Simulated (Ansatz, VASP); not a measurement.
# TiSi (wurtzite type (invented)) in two plane-wave programs, part 2 of 2

Aim: how closely do two programs agree when they are given the same cell, functional and k mesh? The cell is generated by rule, not measured, and may not be a known phase. Of the first pair: The two relaxations start from unlike cells of this crystal (the structure described is Ansatz's start), so only their ends are compared.

VASP 6.6.1 and Ansatz 0.2.0.

So far: Set-up; VASP: relaxation of cell and atoms, PBEsol, pair 1; Ansatz: relaxation of cell and atoms, PBEsol, pair 1; Differences.

## 5. VASP: relaxation of cell and atoms, PBEsol, pair 2

Level of this step: PBEsol; plane waves and PAW (Ti_sv, Si); invented cell (VASP).

The relaxed volume is the usual yardstick between codes: in a stiff, nearly cubic crystal its relative difference is about their pressure difference at one cell divided by the bulk modulus. Its start cell is another than that of the pair before, and may be another structure of the material.

INCAR reads:

```
SYSTEM = TiSi
PREC = Accurate
ENCUT = 500
EDIFF = 1E-07
NELM = 120
ISMEAR = 0
SIGMA = 0.1
LREAL = .FALSE.
ALGO = Normal
GGA = PS
NBANDS = 22
LASPH = .TRUE.
LORBIT = 11
LWAVE = .FALSE.
LCHARG = .FALSE.
ISIF = 3
IBRION = 2
NSW = 80
EDIFFG = -0.005
GGA_COMPAT = .FALSE.
NELMIN = 4
```

POSCAR reads:

```
TiSi
1.0
    4.3493860000      0.0000000000      0.0000000000
   -2.1746930000      3.7666790000      0.0000000000
    0.0000000000      0.0000000000      4.9130480000
Ti Si
2 2
Direct
    0.3333332891      0.6666665782      0.9375629955
    0.6666665782      0.3333331563      0.4375627920
    0.3333332891      0.6666665782      0.4374370045
    0.6666665782      0.3333331563      0.9374370045
```

KPOINTS reads:

```
Automatic mesh
0
Gamma
12 12 8
0 0 0
```

The projector-augmented-wave data sets are Ti_sv and Si (PBE family, release 64).

Run with:

```console
> mpirun -np 1 vasp_std
```

Numbers of over 12 decimals in the logs are rounded to 6 here.

The program printed:

```text
[banner, memory and clock lines left out]
running    1 mpi-ranks, on    1 nodes
[...]
[... a notice as in an earlier step ...]

 LDA part: xc-table for (Slater+PW92), standard interpolation
 POSCAR, INCAR and KPOINTS ok, starting setup
[...]
entering main loop
       N       E                     dE             d eps       ncg     rms          rms(c)
DAV:   1     0.322932243560E+03    0.32293E+03   -0.15598E+04  4196   0.150E+03
DAV:   2     0.537293922070E+01   -0.31756E+03   -0.30799E+03  4236   0.445E+02
DAV:   3    -0.302412984663E+02   -0.35614E+02   -0.34593E+02  7652   0.125E+02
DAV:   4    -0.333369346998E+02   -0.30956E+01   -0.30808E+01  6110   0.337E+01
[...]
DAV:  13    -0.284108632752E+02    0.35679E-06   -0.38740E-06  6252   0.160E-02    0.319E-03
DAV:  14    -0.284108637977E+02   -0.52252E-06   -0.69938E-07  5622   0.556E-03    0.824E-04
DAV:  15    -0.284108637878E+02    0.99162E-08   -0.37265E-08  3692   0.193E-03
   1 F= -.28410864E+02 E0= -.28408951E+02  d E =-.284109E+02
[...]
2 F= -.28410922E+02 E0= -.28409018E+02  d E =-.578851E-04
 trial-energy change:   -0.000058  1 .order   -0.000040   -0.000979    0.000899
 step:   0.5356(harm=  0.5211)  dis= 0.00019  next Energy=   -28.411129 (dE=-0.265E-03)
[...]
N       E                     dE             d eps       ncg     rms          rms(c)
DAV:   1    -0.284137273836E+02   -0.28057E-02   -0.59314E-02  5880   0.292E+00    0.439E-01
DAV:   2    -0.284114807946E+02    0.22466E-02   -0.21531E-02  5952   0.133E+00    0.124E-01
DAV:   3    -0.284111004552E+02    0.38034E-03   -0.25353E-03  5366   0.347E-01    0.499E-02
DAV:   4    -0.284110894389E+02    0.11016E-04   -0.45645E-04  7204   0.138E-01    0.293E-02
DAV:   5    -0.284111087142E+02   -0.19275E-04   -0.29040E-05  4992   0.399E-02    0.151E-02
DAV:   6    -0.284111261794E+02   -0.17465E-04   -0.50496E-05  6100   0.283E-02    0.679E-03
DAV:   7    -0.284111263046E+02   -0.12519E-06   -0.43996E-06  5938   0.116E-02    0.128E-03
DAV:   8    -0.284111261997E+02    0.10483E-06   -0.37149E-07  4782   0.357E-03    0.818E-04
DAV:   9    -0.284111262642E+02   -0.64433E-07   -0.32420E-08  2770   0.153E-03
   3 F= -.28411126E+02 E0= -.28409218E+02  d E =-.262476E-03
[...]
reached required accuracy - stopping structural energy minimisation
```

From OUTCAR (step 5):

```text
  Total       -0.0165317     -0.0165317      0.0144455      0.0000000      0.0000000      0.0000000
  in kB       -0.3299950     -0.3299951      0.2883528      0.0000000      0.0000000      0.0000000
  external PRESSURE =      -0.1238791 kB  Pullay stress =       0.0000000 kB

 POSITION                                       TOTAL-FORCE (eV/Angst)
 -----------------------------------------------------------------------------------
     -0.00000      2.50965      4.59858         0.000000     -0.000000     -0.002878
      2.17342      1.25482      2.14607        -0.000000      0.000000     -0.002878
     -0.00000      2.50965      2.14583        -0.000000     -0.000000      0.002878
      2.17342      1.25482      4.59835        -0.000000     -0.000000      0.002878
 -----------------------------------------------------------------------------------
    total drift:                               -0.000000      0.002028      0.000011

  FREE ENERGIE OF THE ION-ELECTRON SYSTEM (eV)
  ---------------------------------------------------
  free  energy   TOTEN  =       -28.4111262642 eV

  energy  without entropy=      -28.4073106780  energy(sigma->0) =      -28.40921847

[... 1 part as in an earlier step ...]

[... 3 further parts left out ...]
[key lines of the parts left out:]
E-fermi :   5.5290
```

## 6. Ansatz: relaxation of cell and atoms, PBEsol, pair 2

The same cell, functional, mesh and smearing now go to Ansatz, which takes its cutoff from its data sets.

The cell is taken from a series of runs on this material, whose earlier steps may have relaxed, scaled, displaced or heated it; both programs get it as it stands.

input.yaml reads:

```yaml
crystal:
  lattice:
    - [4.349385635, -2.806e-07, 0.0]
    - [-2.1746925745, 3.7666785911, 0.0]
    - [0.0, 0.0, 4.913047693]
  atoms:
    - { symbol: Ti, position: [0.3333333333, 0.6666666667, -0.0624371096] }
    - { symbol: Ti, position: [0.6666666667, 0.3333333333, 0.4375628904] }
    - { symbol: Si, position: [0.3333333333, 0.6666666667, 0.4374371096] }
    - { symbol: Si, position: [0.6666666667, 0.3333333333, 0.9374371096] }
kpoints:
  mp_grid: { grid: [12, 12, 8] }
hamiltonian:
  xc: pbesol
scf:
  occupations: { method: gaussian, width: 0.1 }
output:
  forces: true
  stress: true
  eigenvalues: true
  write_density: true
  write_potential: true
  elf: true
  volumetric_format: npy
relax:
  adjacent_minimum: "off"
  f_tol: 0.005
  max_steps: 80
  cell: { stress_tol: 0.05 }
```

Run with:

```console
> ansatz run input.yaml --threads 2 --pin off --max-ram 5120MiB --backend cpu --events-out ev --progress --plain --runs-dir out
```

The program printed:

```text
[...]
Crystal: 4 atoms, lattice volume = 80.489 Å³
Basis set: ecut = 420 eV, 1571 PW (Γ), exchange–correlation on 60×60×72 points (8 copies of the dense FFT grid, shifted against one another)
Bands: 20, of which v1, the nominal top of the filled ones, is band 16 counted from 1 (15 counted from 0)
Symmetry: 12 space group operations
[...]
k-points: 95 of 1152 (time reversal used)
[...]
--- Relaxed structure (3 steps of the walk, 3 accepted, 1 SCFs on fresh bases) ---
[...]
cell:  # Å, volume = 80.1977 Å³
    - [4.345760, -2.803622163252475e-7, 0]
    - [-2.172880, 3.763539, 0]
    - [0, 0, 4.903428]
  atoms:
    - { symbol: Ti, position: [0.333333, 0.666667, -0.062499] }
    - { symbol: Ti, position: [0.666667, 0.333333, 0.437501] }
    - { symbol: Si, position: [0.333333, 0.666667, 0.437499] }
    - { symbol: Si, position: [0.666667, 0.333333, 0.937499] }
[key lines of the parts left out:]
SCF converged after 8 iterations
Free energy (F): -6191.029147 eV
Fermi energy:    7.899543 eV
P = ⅓ Tr σ = 0.0000 GPa (0.000 kbar)
```

## 7. Differences

Compared:

```
                                         quantity  Ansatz   VASP  difference
                                      volume (Å³)   80.20  80.26     -0.08 %
edge a after relaxation, in the typed setting (Å)   4.346  4.347     -0.02 %
edge c after relaxation, in the typed setting (Å)   4.903  4.905     -0.03 %
```

## 8. Summary of results

```yaml
difference_in_volume_relaxation_of_cell_and_atoms_pbesol_pair_1: 0.27 %
difference_in_volume_relaxation_of_cell_and_atoms_pbesol_pair_2: -0.082 %
```

**Reading.** The difference in volume is 0.27 % (relaxation of cell and atoms, PBEsol, pair 1), within the 1.2 % picked in this series as the mark of a large difference, as far as the stopping tolerances let one tell. Such differences can come from data sets, numerical settings and the points named under the comparisons, not from the functional's error against experiment.

[Lines on the potential files, build, host, timing and source positions are cut from VASP's logs without a mark.]

[Logs are printed without paths, hosts, clocks, repeated set-up lines and the standing remarks that a program may print on its own settings, such as how far it seeks lower states.]

[Hosts, paths, dates, database ids (printed as entryN), source tags and the programs' standing remarks are cut or masked in the printed files.]
